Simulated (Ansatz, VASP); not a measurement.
**Cross-check of K2CO3 between VASP and Ansatz**

Wanted: the spread between two codes on one cell, functional and k mesh. The structure shown is frame 56 of Ansatz's trajectory.

Calculated with Ansatz 0.2.0; plane waves, with VASP 6.6.1 beside it; single point at PBEsol.

## (1) The structure

The cell holds 96 atoms: 16 C, 48 O and 32 K. Its edges and angles: a = 12.395 Å, b = 12.395 Å, c = 12.395 Å, α = 90.0°, β = 90.0°, γ = 90.0°. As first built, before any earlier steps moved the atoms (in the runner's words): 32 K+, 16 CO3 2- placed at random, at 1.93 g/cm^3; overlaps pushed apart, then 10 ps at 1500 K with harmonic planar carbonate ions with charges +1 on C and -1 on O; Joung-Cheatham ions (J. Phys. Chem. B 112, 9020 (2008)); charges of ions scaled by 0.8. Snapshot after 20 ps at 1100 K and fixed volume.

## (2) Ansatz: dynamics, PBEsol

Ansatz runs on its default PAW (the set named soft_2) files.

One frame of this run of dynamics is then solved in both programs, so the motion causes no difference.

The input, input.yaml:

```yaml
crystal:
  lattice:
    - [12.39543, 0.0, 0.0]
    - [0.0, 12.39543, 0.0]
    - [0.0, 0.0, 12.39543]
  atoms:
    - { symbol: C, position: [0.46879, 0.15265, 0.06085] }
    - { symbol: O, position: [0.45713, 0.21894, 0.1391] }
    - { symbol: O, position: [0.4031, 0.16952, 0.98643] }
    - { symbol: O, position: [0.50668, 0.06265, 0.07873] }
    - { symbol: C, position: [0.84072, 0.07903, 0.5735] }
    - { symbol: O, position: [0.93157, 0.09938, 0.5244] }
    - { symbol: O, position: [0.82677, 0.11409, 0.67353] }
    - { symbol: O, position: [0.77096, 0.0223, 0.54202] }
    - { symbol: C, position: [0.41593, 0.6554, 0.56627] }
    - { symbol: O, position: [0.50564, 0.69552, 0.57545] }
    - { symbol: O, position: [0.33953, 0.71392, 0.55949] }
    - { symbol: O, position: [0.40283, 0.55893, 0.54454] }
    - { symbol: C, position: [0.62854, 0.85329, 0.86658] }
    - { symbol: O, position: [0.58041, 0.91124, 0.78868] }
    - { symbol: O, position: [0.72241, 0.84373, 0.87842] }
    - { symbol: O, position: [0.55988, 0.78594, 0.91928] }
    - { symbol: C, position: [0.43795, 0.21018, 0.60915] }
    - { symbol: O, position: [0.34953, 0.22201, 0.64814] }
    - { symbol: O, position: [0.47781, 0.28736, 0.54389] }
    - { symbol: O, position: [0.49755, 0.13327, 0.63985] }
    - { symbol: C, position: [0.84601, 0.11796, 0.06442] }
    - { symbol: O, position: [0.84814, 0.05052, 0.9862] }
    - { symbol: O, position: [0.76695, 0.17321, 0.06505] }
    - { symbol: O, position: [0.93185, 0.1679, 0.1027] }
    - { symbol: C, position: [0.15625, 0.86386, 0.26431] }
    - { symbol: O, position: [0.19086, 0.88616, 0.17248] }
    - { symbol: O, position: [0.06251, 0.88179, 0.29494] }
    - { symbol: O, position: [0.21831, 0.835, 0.33689] }
    - { symbol: C, position: [0.1663, 0.94216, 0.78721] }
    - { symbol: O, position: [0.14839, 0.8732, 0.86566] }
[... 60 atom lines left out ...]
    - { symbol: K, position: [0.02815, 0.69823, 0.81085] }
    - { symbol: K, position: [0.91629, 0.32712, 0.57475] }
    - { symbol: K, position: [0.38889, 0.04755, 0.79986] }
    - { symbol: K, position: [0.85805, 0.95405, 0.35721] }
    - { symbol: K, position: [0.68614, 0.81966, 0.58453] }
    - { symbol: K, position: [0.35272, 0.7767, 0.83659] }
kpoints:
  mp_grid: { grid: [1, 1, 1] }
hamiltonian:
  xc: pbesol
scf:
  occupations: { method: fermi_dirac, width: 0.095 }
output:
  forces: true
md:
  timestep: 1.0
  n_steps: 168
  ensemble: nvt_langevin
  temperature: 1100
  initial_velocities: maxwell_boltzmann
  seed: 9311
```

Started as:

```sh
$ ansatz run input.yaml --threads 4 --pin off --max-ram 8192MiB --backend cpu --events-out ev --progress --plain --runs-dir out
```

Numbers of over 12 decimals in the logs are rounded to 6 here.

Log:

```text
Warning: md: disabling space-group detection — thermal motion breaks the input geometry's symmetry, so no spatial operation reduces the k-mesh or symmetrises the density; time reversal is kept, so that k and −k are solved as one point where they differ and the mesh holds both, and exact exchange and, on two spinor components, a DFT+U term hold to it where the run has them: on two components no moment then forms, and  [...]
Engine: ansatz 0.2.0, aarch64-unknown-linux-gnu
Pseudopotentials: kind: paw
Pseudopotential: C, paw, valence charge 4, recommended cutoff 420 eV (normal), C.paw.azcp
Pseudopotential: O, paw, valence charge 6, recommended cutoff 420 eV (normal), O.paw.azcp
Pseudopotential: K, paw, valence charge 9, recommended cutoff 420 eV (normal), K.paw.azcp
Functional definition: PBEsol
  exchange = pbesol_x
  correlation = pbesol_c
Crystal: 96 atoms, lattice volume = 1904.517 Å³
Basis set: ecut = 420 eV, 37385 PW (Γ), exchange–correlation on 180×180×180 points (8 copies of the dense FFT grid, shifted against one another)
Bands: 416, of which v1, the nominal top of the filled ones, is band 320 counted from 1 (319 counted from 0)
Symmetry: 1 space group operations
k-points: 1
Non-local potential: C, projectors of the file, l = 0: 2, l = 1: 2, l = 2: 1
Non-local potential: O, projectors of the file, l = 0: 2, l = 1: 2, l = 2: 1
Non-local potential: K, projectors of the file, l = 0: 3, l = 1: 2, l = 2: 2
PAW form: soft (Blöchl's): semilocal exchange-correlation on the pseudo side does not see the compensation charge
PAW frozen core: C, regenerated for the run's functional, and the local potential with it (the file was generated under x = pbe(κ = 0.804, μ = 0.219515), c = pbe(β = 0.066725))
PAW frozen core: O, regenerated for the run's functional, and the local potential with it (the file was generated under x = pbe(κ = 0.804, μ = 0.219515), c = pbe(β = 0.066725))
PAW frozen core: K, regenerated for the run's functional, and the local potential with it (the file was generated under x = pbe(κ = 0.804, μ = 0.219515), c = pbe(β = 0.066725))
PAW one-centre angular grid: C, 110 points (default); XC on 64 Gauss nodes
PAW one-centre angular grid: O, 110 points (default); XC on 64 Gauss nodes
PAW one-centre angular grid: K, 110 points (default); XC on 64 Gauss nodes
Initial density: superposition of atomic densities (neutral atoms: chi_scale 0, normalization atom), corrected by the library's trained network
Initial wavefunctions: pseudopotential atomic-orbital guess
Functional: x = pbesol(κ = 0.804, μ = 0.123457), c = pbesol(β = 0.046)
SCF iter   1: F=—  HF=-79409.328492 eV  |F-HF|=—  |Δ(HF+E_count)|=         —  Δρ=6.68e-3  dr2=6.51e-1  ethr=1.77e-3  ⟨swp⟩=6.0  Hψ=1810  notcnv=0  defer=58
preconditioner: auto → Resta (q_TF=auto, 2.275 Å⁻¹)  ε∞=2.8  [insulator: Δε(μ)=1.754 eV  Ē_g=15.118 eV  σ=0.095 eV  W_gap=1.00  n_scr=388 (ndim 8)  ℏωp=20.4 eV  f_vac=0.235  D(μ)=0.01/eV (n_scr^D=0)  ε∞_Penn≈2.8]
SCF iter   2: F=—  HF=-79409.190638 eV  |F-HF|=—  |Δ(HF+E_count)|=   1.38e-1  Δρ=1.81e-3  dr2=7.06e-2  ethr=1.02e-4  ⟨swp⟩=2.0  Hψ=781  notcnv=0  defer=81
SCF iter   3: F=—  HF=-79409.192403 eV  |F-HF|=—  |Δ(HF+E_count)|=   1.77e-3  Δρ=8.65e-4  dr2=2.38e-2  ethr=1.10e-5  ⟨swp⟩=2.0  Hψ=622  notcnv=0  defer=81
SCF iter   4: F=—  HF=-79409.199827 eV  |F-HF|=—  |Δ(HF+E_count)|=   7.42e-3  Δρ=6.17e-4  dr2=9.58e-3  ethr=3.72e-6  ⟨swp⟩=2.0  Hψ=592  notcnv=0  defer=81
SCF iter   5: F=—  HF=-79409.201319 eV  |F-HF|=—  |Δ(HF+E_count)|=   1.49e-3  Δρ=2.23e-4  dr2=1.41e-3  ethr=1.50e-6  ⟨swp⟩=2.0  Hψ=618  notcnv=0  defer=81
SCF iter   6: F=—  HF=-79409.201779 eV  |F-HF|=—  |Δ(HF+E_count)|=   4.60e-4  Δρ=6.44e-5  dr2=1.06e-4  ethr=2.20e-7  ⟨swp⟩=2.0  Hψ=615  notcnv=0  defer=81
SCF iter   7: F=—  HF=-79409.201921 eV  |F-HF|=—  |Δ(HF+E_count)|=   1.42e-4  Δρ=4.84e-5  dr2=4.21e-5  ethr=1.65e-8  ⟨swp⟩=3.0  Hψ=624  notcnv=0  defer=81
SCF iter   8: F=—  HF=-79409.206619 eV  |F-HF|=—  |Δ(HF+E_count)|=   4.70e-3  Δρ=1.18e-5  dr2=3.07e-6  ethr=6.57e-9  ⟨swp⟩=3.0  Hψ=772  notcnv=0  defer=82
SCF iter   9: F=—  HF=-79409.206624 eV  |F-HF|=—  |Δ(HF+E_count)|=   4.30e-6  Δρ=6.82e-6  dr2=9.04e-7  ethr=4.79e-10  ⟨swp⟩=2.0  Hψ=616  notcnv=0  defer=82
SCF iter  10: F=—  HF=-79409.206624 eV  |F-HF|=—  |Δ(HF+E_count)|=   5.51e-7  Δρ=3.07e-6  dr2=1.94e-7  ethr=1.41e-10  ⟨swp⟩=2.0  Hψ=623  notcnv=0  defer=82
[...]
md step   164: t =   164.00 fs  T =   932.6 K  F+E_penalty+E_count = -79412.18629995 eV  E_kin = 11.573017 eV  (7 SCF iters)
[...]
md step   165: t =   165.00 fs  T =   980.6 K  F+E_penalty+E_count = -79412.39598176 eV  E_kin = 12.168286 eV  (7 SCF iters)
[...]
md step   166: t =   166.00 fs  T =   968.7 K  F+E_penalty+E_count = -79412.56785106 eV  E_kin = 12.020932 eV  (7 SCF iters)
[...]
md step   167: t =   167.00 fs  T =   958.1 K  F+E_penalty+E_count = -79412.65743647 eV  E_kin = 11.889459 eV  (7 SCF iters)
[...]
md step   168: t =   168.00 fs  T =   984.0 K  F+E_penalty+E_count = -79412.68145516 eV  E_kin = 12.210584 eV  (9 SCF iters)
SCF converged after 9 iterations
Free energy (F): -79412.681455 eV
Harris-Foulkes:  -79412.681455 eV  (|F-HF|=5.84e-8)
Internal energy: -79412.680972 eV  (E = F + TS)
E sigma→0 (E₀):  -79412.681213 eV
Entropy (-TS):   -0.000483 eV (-0.005 meV/atom)
Fermi energy:    4.390482 eV
--- Per-component energies (eV) ---
  E_band       = -5443.316544
  E_kinetic    = 17968.555879
  E_local      = -50937.074384  (includes V_loc(G=0)·N_el)
  E_nonlocal   = 3187.877059
  E_hartree    = 18880.113770
  E_xc         = -8520.128236
  E_vxc        = -10655.772130  (∫ρ·V_xc dr)
  E_paw        = -33219.738598  (= ΣΔE_a)
  E_vpaw       = -2767.245884  (= ΣTr[D̂ρ^β])
  E_aug_tail   = 0.117841  (compensation charges beyond the density's cutoff)
  E_ewald      = -26777.888056
  E_core_change = 5.483753  (= ΣΔE_core)
  E_smearing   = -0.000483  (= −TS)
  E_closure    = 0.000000  (closes the sum)
  Σ components = -79412.681455   (vs F -79412.681455, Δ=0.00e0)
--- Forces (eV/Å), atoms counted from 1 ---
  atom   1  C     -1.35270089     0.76900451     0.84278457
  atom   2  O      0.20072021    -1.15902330     0.36126778
  atom   3  O      0.34595367     0.36324807    -1.39121306
  atom   4  O      0.78068047     0.46196497     0.54238536
  atom   5  C     -2.00682517    -2.51884263     2.56581831
  atom   6  O      1.63709626     0.23690015    -1.76822996
  atom   7  O     -0.29324459     0.10583188    -0.49957200
  atom   8  O      0.00229789     1.48684363    -0.07772203
  atom   9  C     -2.11647533    -2.04745006     1.13615077
  atom  10  O      0.01015134     0.90872888    -0.90716199
  atom  11  O      1.28372282     0.97657130    -0.35672829
  atom  12  O     -0.15252162     0.55073658    -0.36249433
  atom  13  C     -2.58290932    -1.35283018     0.70773145
  atom  14  O     -0.72386194     0.06759633    -0.25519472
  atom  15  O      3.13700701    -0.12213940    -0.27521995
  atom  16  O     -0.49121685     1.66158227    -1.40238068
  atom  17  C     -0.28028942    -1.02536758     1.09903223
  atom  18  O      3.01968006    -1.52934020    -1.59176693
  atom  19  O     -1.41056970    -1.62551818    -0.82189931
  atom  20  O     -1.06890643     3.62420083     0.24435514
  atom  21  C     -0.35462358     2.90751392     0.64147646
  atom  22  O     -0.05894678    -0.83822164    -0.02666995
  atom  23  O     -0.59551959    -1.10301313    -0.16859480
  atom  24  O      1.10905527    -0.58549960    -0.17871640
[...]
atom  89  K      0.96586160     0.54748664    -0.11197134
  atom  90  K     -0.04074134    -0.59055282     0.27287685
  atom  91  K      0.20453307    -0.33110974     0.24121199
  atom  92  K      0.15480814    -0.50753339    -0.39295747
  atom  93  K     -0.23841949    -0.28594927    -0.43871215
  atom  94  K     -0.43972684     0.51515683     0.15947739
  atom  95  K      0.07557542    -0.03293719    -0.47169473
  atom  96  K      1.41851478    -1.31119046     1.35020292
  max |Σ_I F_I| component: 7.14e-5 eV/Å
--- MD trajectory: 168 steps, t = 0.0 → 168.0 fs ---
  final state: T = 984.0 K   F+E_penalty+E_count = -79412.68145516 eV   E_kin = 12.210584 eV
```

## (3) VASP: single point, PBEsol

The same cell, functional, mesh and smearing now go to VASP, with its own data sets.

Lines of VASP's logs that name or quote its potential files are left out, and so is its time.

The input, INCAR:

```
SYSTEM = K2CO3
PREC = Accurate
ENCUT = 520
EDIFF = 1E-06
NELM = 120
ISMEAR = -1
SIGMA = 0.095
LREAL = Auto
ALGO = Normal
GGA = PS
NBANDS = 392
LORBIT = 11
LWAVE = .FALSE.
LCHARG = .FALSE.
ISIF = 2
LASPH = .TRUE.
GGA_COMPAT = .FALSE.
EFERMI = MIDGAP
NCORE = 2
```

The input, POSCAR:

```
K2CO3
1.0
   12.3954300000      0.0000000000      0.0000000000
    0.0000000000     12.3954300000      0.0000000000
    0.0000000000      0.0000000000     12.3954300000
C O K
16 48 32
Direct
    0.4423565782      0.1258447670      0.0779400150
    0.8547989057      0.0894603898      0.5670234917
    0.4297390248      0.6392678592      0.5783583143
    0.6130646537      0.8637457515      0.8451179185
    0.4248823962      0.2263414823      0.6156946552
    0.8566221583      0.1252397053      0.0220968534
    0.1619951869      0.8886742937      0.2831446751
    0.1640604642      0.9274708501      0.8107100762
    0.1493695660      0.3525331513      0.3252569697
    0.7850070550      0.3823021872      0.3300893958
    0.1461506378      0.3829556538      0.8465862015
    0.8846647514      0.6323540208      0.0371749911
    0.5695889533      0.8237794090      0.3291132296
    0.6917710801      0.4128214995      0.7921951881
    0.4150723291      0.5697825731      0.1042803678
    0.8990329500      0.6892540235      0.6011328369
    0.4615652704      0.2062776362      0.1429397770
    0.4362333537      0.1548231889      0.9799902061
    0.4577251455      0.0221291234      0.1089675792
    0.9445335902      0.0993995368      0.5024593741
    0.8623178058      0.1370747122      0.6736999039
    0.7699369848      0.0398533976      0.5505416109
    0.5103009738      0.6793148765      0.6276506745
    0.3313479242      0.6888829189      0.5939205013
    0.4285773063      0.5396585677      0.5355441481
    0.5756315029      0.9163135123      0.7576421310
    0.7078011816      0.8382524850      0.8615110569
    0.5374158057      0.8290474796      0.9100208706
    0.3277014190      0.2333682656      0.6539506899
    0.4470195871      0.2930031471      0.5313167837
[... 60 atom lines left out ...]
    0.0382398997      0.7154814315      0.7971324916
    0.9068342123      0.3505969539      0.5374158057
    0.3636178818      0.0615468766      0.8113716103
    0.8358322382      0.9440011359      0.3658687113
    0.6895525206      0.8259495637      0.5869985955
    0.3398833280      0.7609498017      0.8565414834
```

The input, KPOINTS:

```
Automatic mesh
0
Gamma
1 1 1
0 0 0
```

Potentials, in the order of the species: C, O and K_sv (PBE family, release 64).

Started as:

```sh
$ mpirun -np 8 vasp_gam
```

Log:

```text
[banner, memory and clock lines left out]
running    8 mpi-ranks, on    1 nodes
[...]
|                                                                             |
|               ----> ADVICE to this user running VASP <----                  |
|                                                                             |
|     You enforced a specific xc type in the INCAR file but a different       |
|     [... a line on the potential file left out ...]
|     I HOPE YOU KNOW WHAT YOU ARE DOING!                                     |
|                                                                             |

 LDA part: xc-table for (Slater+PW92), standard interpolation
 POSCAR, INCAR and KPOINTS ok, starting setup
[...]
entering main loop
       N       E                     dE             d eps       ncg     rms          rms(c)
DAV:   1     0.729695221965E+04    0.72970E+04   -0.36149E+05   784   0.160E+03
DAV:   2     0.957168262750E+02   -0.72012E+04   -0.69545E+04   968   0.467E+02
DAV:   3    -0.631230695652E+03   -0.72695E+03   -0.72261E+03  1000   0.144E+02
DAV:   4    -0.661200951443E+03   -0.29970E+02   -0.29869E+02  1048   0.286E+01
[...]
DAV:  19    -0.591578219372E+03   -0.49799E-05   -0.11249E-05   840   0.897E-03    0.312E-03
DAV:  20    -0.591578220430E+03   -0.10588E-05   -0.55890E-06   912   0.431E-03    0.243E-03
DAV:  21    -0.591578220558E+03   -0.12753E-06   -0.55765E-07   536   0.173E-03
   1 F= -.59157822E+03 E0= -.59157806E+03  d E =-.321696E-03
```

Parts of OUTCAR (step 3):

```text
  FREE ENERGIE OF THE ION-ELECTRON SYSTEM (eV)
  ---------------------------------------------------
  free  energy   TOTEN  =      -591.5782205580 eV

  energy  without entropy=     -591.5778988625  energy(sigma->0) =     -591.57805971
```

The run ends at a pressure of -1.38 GPa, with forces up to 6.2 eV/Å.

## (4) Comparison

Known differences besides the potentials themselves: the cutoff is 420 eV in Ansatz and 520 eV in VASP (PREC = Accurate, projectors in real space); Ansatz makes its cores anew for this functional, VASP keeps those of its PBE data sets. Total energies have different zeros and are not compared.

Forces on 10 of the 96 atoms, those with the largest forces and the largest differences (eV/Å; atoms numbered as in POSCAR):

```csv
atom,"Ansatz x, y, z","VASP x, y, z"
C2,"3.858, 2.393, 3.821","4.062, 2.534, 3.871"
C6,"1.928, -3.498, 2.801","2.190, -3.565, 2.755"
C9,"3.584, 1.321, 2.052","3.545, 1.439, 2.103"
C13,"3.201, -3.791, 0.262","3.222, -3.944, 0.053"
O22,"-0.943, -0.913, -1.861","-1.330, -1.136, -1.930"
O27,"2.291, 0.274, -0.110","2.712, 0.161, -0.031"
O34,"-1.991, -2.799, -3.176","-1.869, -2.762, -3.081"
O43,"-2.061, -2.557, -3.549","-2.043, -2.414, -3.587"
O55,"-1.841, 2.469, 1.716","-1.912, 2.818, 2.041"
O59,"3.404, -1.427, -1.514","3.703, -1.608, -1.644"
```

The forces differ by 126 meV/Å r.m.s., which is 8.8 % of the r.m.s. force of 1.427 eV/Å (both taken over all components).

## (5) Results

```
r.m.s. force difference (single point, PBEsol) : 8.8 % of the r.m.s. force
```

**Reading.** The r.m.s. force difference is 8.8 % of the r.m.s. force (single point, PBEsol), beyond the 3 % picked in this series as the mark of a large difference. What causes the difference of the single point, PBEsol pair stays open here. 2 further runs of this series are not shown here. Such differences can come from data sets, numerical settings and the points named under the comparisons, not from the functional's error against experiment.

[Lines on the potential files, build, host, timing and source positions are cut from VASP's logs without a mark.]

[Logs are printed without paths, hosts, clocks, repeated set-up lines and the standing remarks that a program may print on its own settings, such as how far it seeks lower states.]

[Hosts, paths, dates, database ids (printed as entryN), source tags and the programs' standing remarks are cut or masked in the printed files.]
